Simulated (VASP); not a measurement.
# NbTlTe2 (P4/mmm) in VASP: further runs

The runs below take NbTlTe2 through relaxation of cell and atoms, relaxation of the atoms, single point, with PBE, RPBE, vdW-DF, LDA+U.

Everything below comes from runs of VASP 6.6.1. Logs are shortened: lines on timing, memory, paths and dates and some standing lists are left out, and cuts for length are marked.

**1. Starting point**

Symmetry: P4/mmm, No. 123, tetragonal system. Conventional cell: a = 3.491 Å, b = 3.491 Å, c = 8.601 Å, α = 90.00°, β = 90.00°, γ = 90.00°. Nb (site symmetry 4/mmm) is surrounded by 8 Te at 2.96 Å. Tl (site symmetry 4/mmm) has 4 Tl at 3.49 Å and 8 Te at 3.63 Å as nearest neighbours. Te (site symmetry 4mm) has 4 Nb at 2.96 Å and 1 Te at 3.28 Å as nearest neighbours.

The cell was built by a generator and needn't be a form met in nature.

**2. Relaxation of cell and atoms, PBE**

INCAR

```
SYSTEM = NbTlTe2
PREC = Accurate ; ENCUT = 600
EDIFF = 1E-6 ; ISMEAR = 0
SIGMA = 0.05 ; LREAL = .False.
LASPH = .True. ; NELM = 100
ALGO = Normal ; ISIF = 3
LWAVE = .False. ; LCHARG = .False.
GGA = PE ; IBRION = 2
NSW = 40 ; EDIFFG = -0.005
```

KPOINTS

```
Automatic mesh
0
Gamma
  8 8 3
  0 0 0
```

POSCAR

```
NbTlTe2
1.0
    3.4908900000      0.0000000000      0.0000000000
    0.0000000000      3.4908900000      0.0000000000
    0.0000000000      0.0000000000      8.6012900000
Nb Tl Te
1 1 2
Direct
    0.5000000000      0.5000000000      0.0000000000
    0.5000000000      0.5000000000      0.5000000000
    0.0000000000      0.0000000000      0.8093700000
    0.0000000000      0.0000000000      0.1906300000
```

Potentials or basis: VASP PAW PBE potentials, release 64 (Nb_sv, Tl_d, Te).

The run is started by

```sh
> cat potpaw_PBE.64/Nb_sv/POTCAR potpaw_PBE.64/Tl_d/POTCAR potpaw_PBE.64/Te/POTCAR > POTCAR
> mpirun -np 1 vasp_std > vasp.out
```

OUTCAR:

```text
SYSTEM = NbTlTe2
   PREC = Accurate
   ENCUT = 600
   EDIFF = 1E-6
   ISMEAR = 0
   LREAL = .False.
   LASPH = .True.
   NELM = 100
   ISIF = 3
   GGA = PE
   IBRION = 2
   NSW = 40
   EDIFFG = -0.005

 ion  position               nearest neighbor table
   1  0.500  0.500  0.000-   3 2.96   4 2.96   3 2.96   4 2.96   3 2.96   4 2.96   3 2.96   4 2.96

   2  0.500  0.500  0.500-   3 3.63   4 3.63   3 3.63   4 3.63   3 3.63   4 3.63   3 3.63   4 3.63

   3  0.000  0.000  0.809-   1 2.96   1 2.96   1 2.96   1 2.96   4 3.28   2 3.63   2 3.63   2 3.63
                             2 3.63
   4  0.000  0.000  0.191-   1 2.96   1 2.96   1 2.96   1 2.96   3 3.28   2 3.63   2 3.63   2 3.63
                             2 3.63

  LATTYP: Found a simple tetragonal cell.
 ALAT       =     3.4908900000
 C/A-ratio  =     2.4639246725

  Lattice vectors:

 A1 = (   3.4908900000,   0.0000000000,   0.0000000000)
 A2 = (   0.0000000000,   3.4908900000,   0.0000000000)
 A3 = (   0.0000000000,   0.0000000000,   8.6012900000)

Analysis of symmetry for initial positions (statically):
=====================================================================
 Subroutine PRICEL returns:
 Original cell was already a primitive cell.

 Routine SETGRP: Setting up the symmetry group for a
 simple tetragonal supercell.

 Subroutine GETGRP returns: Found 16 space group operations
 (whereof 16 operations were pure point group operations)
 out of a pool of 16 trial point group operations.

The static configuration has the point symmetry D_4h.

Analysis of symmetry for dynamics (positions and initial velocities):
=====================================================================
 Subroutine PRICEL returns:
 Original cell was already a primitive cell.

 Routine SETGRP: Setting up the symmetry group for a
 simple tetragonal supercell.

 Subroutine GETGRP returns: Found 16 space group operations
 (whereof 16 operations were pure point group operations)
 out of a pool of 16 trial point group operations.

The dynamic configuration has the point symmetry D_4h.

 Subroutine INISYM returns: Found 16 space group operations
 (whereof 16 operations are pure point group operations),
 and found     1 'primitive' translations

[... 106 lines left out ...]
   POTIM  = 0.5000    time-step for ionic-motion
   TEBEG  =    0.0;   TEEND  =   0.0 temperature during run
   PSTRESS=    0.0 pullay stress
   NELECT =      38.0000    total number of electrons
   NUPDOWN=      -1.0000    fix difference up-down
   EMIN   =  10.00;   EMAX   =-10.00  energy-range for DOS
   EFERMI =   0.00;   METHOD = LEGACY
   ISMEAR =     0;   SIGMA  =   0.05  broadening in eV -4-tet -1-fermi 0-gaus
   EFERMI_NEDOS =   21; number of points for ismear=-14 and -15
   IALGO  =     38    algorithm
   IMIX   =      4    mixing-type and parameters
     AMIX     =   0.40;   BMIX     =  1.00
     AMIX_MAG =   1.60;   BMIX_MAG =  1.00
  volume/ion in A,a.u.               =      26.20       176.84
  Fermi-wavevector in a.u.,A,eV,Ry     =   1.167322  2.205919 18.539856  1.362641
  Thomas-Fermi vector in A             =   2.303824
   LORBIT       =      0    0 simple, 1 ext, 2 COOP (PROOUT), +10 PAW based schemes
   GGA     = PE    functional components
   LHFCALC =     F    Hartree Fock is set to
   AEXX    =    0.0000 exact exchange contribution
   IVDW    =     0    specifies the selected vdW correction
   LEPSILON=     F    determine dielectric tensor
   LRPA    =     F    only Hartree local field effects (RPA)
 conjugate gradient relaxation of ions
 non-spin polarized calculation
 Gauss-broadening in eV      SIGMA  =   0.05
  energy-cutoff  :      600.00
  volume of cell :      104.82
 maximum number of plane-waves:      3520
 NGX is ok and might be reduce to    28
   NGX = 13   NGY = 13   NGZ = 35

--------------------------------------- Ionic step        1  -------------------------------------------

 number of electron      38.0000004 magnetization

 Free energy of the ion-electron system (eV)
  ---------------------------------------------------
  ext. energy  EPLUGINS =         0.00000000
  ---------------------------------------------------
  free energy    TOTEN  =       -19.80651516 eV

  energy without entropy =      -19.80458545  energy(sigma->0) =      -19.80555031

------------------------ aborting loop because EDIFF is reached ----------------------------------------

  FORCE on cell =-STRESS in cart. coord.  units (eV):
  Direction    XX          YY          ZZ          XY          YZ          ZX
  --------------------------------------------------------------------------------------
  -------------------------------------------------------------------------------------
  Total       -0.0832636     -0.0832636     -0.0315159      0.0000000     -0.0000000     -0.0000000
  in kB       -1.2727104     -1.2727104     -0.4817315      0.0000000     -0.0000000     -0.0000000
  external PRESSURE =      -1.0090508 kB  Pullay stress =       0.0000000 kB
[... 215 lines left out ...]
--------------------------------------- Ionic step        7  -------------------------------------------

 number of electron      38.0000003 magnetization

 Free energy of the ion-electron system (eV)
  ---------------------------------------------------
  ext. energy  EPLUGINS =         0.00000000
  ---------------------------------------------------
  free energy    TOTEN  =       -19.80672827 eV

  energy without entropy =      -19.80487146  energy(sigma->0) =      -19.80579986

 E-fermi :   8.3218     XC(G=0): -10.4149

 val. band max:        8.3192301185   @ k =   0.5000   0.1250   0.0000
 cond. band min:       8.4171116973   @ k =   0.5000   0.1250   0.0000
 fundamental gap:      0.0978815788
 Fermi energy:         8.3217624340

 k-point     1 :       0.0000    0.0000    0.0000
  band No.  band energies     occupation
      1     -46.9952      2.00000
      2     -23.0304      2.00000
      3     -23.0119      2.00000
      4     -23.0119      2.00000
      5      -4.9226      2.00000
      6      -3.6909      2.00000
[... 613 lines left out ...]
     22      10.1785      0.00000
     23      10.9884      0.00000

 [... further k-points ...]

------------------------ aborting loop because EDIFF is reached ----------------------------------------

  FORCE on cell =-STRESS in cart. coord.  units (eV):
  Direction    XX          YY          ZZ          XY          YZ          ZX
  --------------------------------------------------------------------------------------
  -------------------------------------------------------------------------------------
  Total       -0.0043736     -0.0043736     -0.0157677      0.0000000      0.0000000      0.0000000
  in kB       -0.0670426     -0.0670426     -0.2417004      0.0000000      0.0000000      0.0000000
  external PRESSURE =      -0.1252618 kB  Pullay stress =       0.0000000 kB
[... 19 lines left out ...]
  FREE ENERGIE OF THE ION-ELECTRON SYSTEM (eV)
  ---------------------------------------------------
  free  energy   TOTEN  =       -19.8067282657 eV

  energy  without entropy=      -19.8048714585  energy(sigma->0) =      -19.80579986

 reached required accuracy - stopping structural energy minimisation
```

OSZICAR:

```text
N       E                     dE             d eps       ncg     rms          rms(c)
DAV:   1     0.301656572451E+03    0.30166E+03   -0.20382E+04  1380   0.169E+03
DAV:   2     0.173712671220E+01   -0.29992E+03   -0.29569E+03  1706   0.446E+02
[... 47 lines left out ...]
   6 F= -.19806720E+02 E0= -.19805791E+02  d E =-.319235E-04
       N       E                     dE             d eps       ncg     rms          rms(c)
DAV:   1    -0.198068347102E+02   -0.11509E-03   -0.48908E-03  1549   0.540E-01    0.578E-02
DAV:   2    -0.198067580412E+02    0.76669E-04   -0.62242E-04  1952   0.159E-01    0.334E-02
DAV:   3    -0.198067364882E+02    0.21553E-04   -0.10837E-04  2005   0.544E-02    0.168E-02
DAV:   4    -0.198067279281E+02    0.85601E-05   -0.27254E-05  2151   0.383E-02    0.907E-03
DAV:   5    -0.198067282657E+02   -0.33763E-06   -0.30580E-06  1468   0.933E-03
   7 F= -.19806728E+02 E0= -.19805800E+02  d E =-.401984E-04
```

CONTCAR:

```text
NbTlTe2
   1.00000000000000
     3.4891045531336817   -0.0000000000000000   -0.0000000000000000
     0.0000000000000000    3.4891045531336817    0.0000000000000000
     0.0000000000000000    0.0000000000000000    8.5856837048419834
  Nb              Tl              Te
     1     1     2
Direct
     0.5000000000000000    0.5000000000000000    0.0000000000000000
     0.5000000000000000    0.5000000000000000    0.5000000000000000
     0.0000000000000000    0.0000000000000000    0.8087553675727552
     1.0000000000000000    1.0000000000000000    0.1912446324272447

  0.00000000E+00  0.00000000E+00  0.00000000E+00
  0.00000000E+00  0.00000000E+00  0.00000000E+00
  0.00000000E+00  0.00000000E+00  0.00000000E+00
  0.00000000E+00  0.00000000E+00  0.00000000E+00
```

Run time: 2.2 min. Hardware: 1 thread of Intel Xeon 6975P-C (Granite Rapids), shared host; peak memory 0.3 GiB.

What came out:

```yaml
Free_energy: -19.8067 eV
Relaxed_volume: 26.13 Å³/atom
Relaxed_cell: a = 3.489 Å, b = 3.489 Å, c = 8.586 Å, α = 90.00°, β = 90.00°, γ = 90.00°
Space_group_after_relaxing_to_0.05_Å: P4/mmm (No. 123)
Energy_gained_by_relaxing: 0.1 meV/atom
Ionic_steps: 7
Pressure_after_relaxing: 0.0 GPa
Largest_force_after_relaxing: 0.003 eV/Å
Band_gap_on_the_k_mesh: none (metal or under the smearing width)
```

Forces on the atoms (eV/Å):
```
Nb   0.000  0.000  0.000
Tl   0.000  0.000  0.000
Te   0.000  0.000  0.003
Te   0.000  0.000 -0.003
```

Step by step:
| step | energy change (eV) | largest force (eV/Å) | pressure (GPa) | volume (Å³) |
| --- | --- | --- | --- | --- |
| 1 | 0.0000 | 0.0274 | -0.10 | 104.82 |
| 2 | -0.0001 | 0.0226 | 0.05 | 104.57 |
| 3 | -0.0001 | 0.0232 | 0.04 | 104.60 |
| 4 | -0.0002 | 0.0064 | 0.00 | 104.59 |
| 5 | -0.0002 | 0.0036 | -0.02 | 104.59 |
| 6 | -0.0002 | 0.0034 | -0.02 | 104.55 |
| 7 | -0.0002 | 0.0034 | -0.01 | 104.52 |

Final structure:
```
Nb Tl Te
1.0
     3.48910    0.00000    0.00000
     0.00000    3.48910    0.00000
     0.00000    0.00000    8.58568
Nb Tl Te
1 1 2
Direct
  0.50000 0.50000 0.00000
  0.50000 0.50000 0.50000
  0.00000 0.00000 0.80876
  0.00000 0.00000 0.19124
```

Levels at points of the mesh, in eV from the Fermi level:
| k point | band 17 | band 18 | band 19 | band 20 | band 21 | band 22 |
| --- | --- | --- | --- | --- | --- | --- |
| (0.00, 0.00, 0.00) | -1.54 | -0.42 | -0.42 | 0.47 | 1.00 | 3.63 |
| (0.50, 0.00, 0.00) | -1.93 | -1.05 | 0.16 | 0.45 | 1.21 | 2.19 |
| (0.50, 0.50, 0.00) | -3.89 | -0.15 | 0.12 | 0.12 | 0.17 | 1.26 |

Spin-orbit coupling is left out, which matters for the levels of Te, Tl.

**3. Relaxation of the atoms, RPBE**

INCAR

```
SYSTEM = NbTlTe2
PREC = Accurate
ENCUT = 520
EDIFF = 1E-6
ISMEAR = 0
SIGMA = 0.05
LREAL = .False.
LASPH = .True.
NELM = 60
ALGO = Normal
ISIF = 2
LWAVE = .False.
LCHARG = .False.
GGA = RP
IBRION = 2
NSW = 40
EDIFFG = -0.01
```

KPOINTS

```
regular mesh
0
Gamma
  8 8 3
  0 0 0
```

POSCAR is that of step 2.

Potentials or basis: VASP PAW PBE potentials, release 64 (Nb_sv, Tl_d, Te).

The run is started by

```sh
> cat potpaw_PBE.64/Nb_sv/POTCAR potpaw_PBE.64/Tl_d/POTCAR potpaw_PBE.64/Te/POTCAR > POTCAR
> mpirun -np 1 vasp_std > vasp.out
```

OUTCAR:

```text
SYSTEM = NbTlTe2
   PREC = Accurate
   ENCUT = 520
   EDIFF = 1E-6
   ISMEAR = 0
   LREAL = .False.
   LASPH = .True.
   NELM = 60
   ISIF = 2
   GGA = RP
   IBRION = 2
   NSW = 40
   EDIFFG = -0.01

 ion  position               nearest neighbor table
   1  0.500  0.500  0.000-   3 2.96   4 2.96   3 2.96   4 2.96   3 2.96   4 2.96   3 2.96   4 2.96

   2  0.500  0.500  0.500-   3 3.63   4 3.63   3 3.63   4 3.63   3 3.63   4 3.63   3 3.63   4 3.63

   3  0.000  0.000  0.809-   1 2.96   1 2.96   1 2.96   1 2.96   4 3.28   2 3.63   2 3.63   2 3.63
                             2 3.63
   4  0.000  0.000  0.191-   1 2.96   1 2.96   1 2.96   1 2.96   3 3.28   2 3.63   2 3.63   2 3.63
                             2 3.63

  LATTYP: Found a simple tetragonal cell.
 ALAT       =     3.4908900000
[... 271 lines left out ...]
  ---------------------------------------------------
  free energy    TOTEN  =       -18.11418847 eV

  energy without entropy =      -18.11223862  energy(sigma->0) =      -18.11321355

 E-fermi :   8.4046     XC(G=0): -10.3128

 val. band max:        8.3979521362   @ k =   0.5000   0.1250   0.0000
 cond. band min:       8.5137006876   @ k =   0.5000   0.1250   0.0000
 fundamental gap:      0.1157485514
 Fermi energy:         8.4046027758

 k-point     1 :       0.0000    0.0000    0.0000
  band No.  band energies     occupation
      1     -46.9447      2.00000
      2     -22.9795      2.00000
      3     -22.9608      2.00000
      4     -22.9608      2.00000
      5      -4.8114      2.00000
      6      -3.6841      2.00000
[... 613 lines left out ...]
     22      10.2559      0.00000
     23      11.0811      0.00000

 [... further k-points ...]

------------------------ aborting loop because EDIFF is reached ----------------------------------------

  FORCE on cell =-STRESS in cart. coord.  units (eV):
  Direction    XX          YY          ZZ          XY          YZ          ZX
  --------------------------------------------------------------------------------------
  -------------------------------------------------------------------------------------
  Total        1.0961896      1.0961896      0.9372556      0.0000000     -0.0000000     -0.0000000
  in kB       16.7556142     16.7556142     14.3262559      0.0000000     -0.0000000     -0.0000000
  external PRESSURE =      15.9458281 kB  Pullay stress =       0.0000000 kB
[... 19 lines left out ...]
  FREE ENERGIE OF THE ION-ELECTRON SYSTEM (eV)
  ---------------------------------------------------
  free  energy   TOTEN  =       -18.1141884710 eV

  energy  without entropy=      -18.1122386198  energy(sigma->0) =      -18.11321355

 reached required accuracy - stopping structural energy minimisation
```

OSZICAR:

```text
N       E                     dE             d eps       ncg     rms          rms(c)
DAV:   1     0.286199691098E+03    0.28620E+03   -0.19034E+04  1380   0.151E+03
DAV:   2     0.208642811211E+01   -0.28411E+03   -0.28021E+03  1677   0.422E+02
DAV:   3    -0.176870302301E+02   -0.19773E+02   -0.19504E+02  2260   0.868E+01
[... 19 lines left out ...]
       N       E                     dE             d eps       ncg     rms          rms(c)
DAV:   1    -0.181141696382E+02   -0.65374E-04   -0.69736E-03  1447   0.315E-01    0.407E-02
DAV:   2    -0.181141892014E+02   -0.19563E-04   -0.31584E-04  1744   0.896E-02    0.131E-02
DAV:   3    -0.181141891732E+02    0.28246E-07   -0.14247E-05  1990   0.234E-02    0.957E-03
DAV:   4    -0.181141884710E+02    0.70218E-06   -0.18188E-06  1157   0.633E-03
   3 F= -.18114188E+02 E0= -.18113214E+02  d E =-.470928E-03
```

It took 52 s on 1 thread of Intel Xeon 6975P-C (Granite Rapids), shared host; peak memory 0.27 GiB.

What came out:

```
Free energy               : -18.1142 eV
Energy gained by relaxing : 0.1 meV/atom
Ionic steps               : 3
Pressure after relaxing   : 1.6 GPa
Band gap on the k mesh    : none (metal or under the smearing width)
```

Stress tensor (GPa, compression positive):
```
1.68 0.00 0.00
0.00 1.68 0.00
0.00 0.00 1.43
```

Step by step:
```csv
step,energy change (eV),largest force (eV/Å),pressure (GPa)
1,0.0000,0.0748,1.72
2,-0.0004,0.0318,1.65
3,-0.0005,0.0003,1.59
```

Final structure:
```
CELL_PARAMETERS angstrom
3.49089 0.00000 0.00000
0.00000 3.49089 0.00000
0.00000 0.00000 8.60129
ATOMIC_POSITIONS crystal
Nb 0.50000 0.50000 0.00000
Tl 0.50000 0.50000 0.50000
Te 0.00000 0.00000 0.80864
Te 0.00000 0.00000 0.19136
```

Caveat: the PAW data sets were made with another functional, which shifts forces and pressure a little. The run has no spin-orbit coupling, so splittings on Te, Tl are missing.

(Continued in part 2 of 2.)
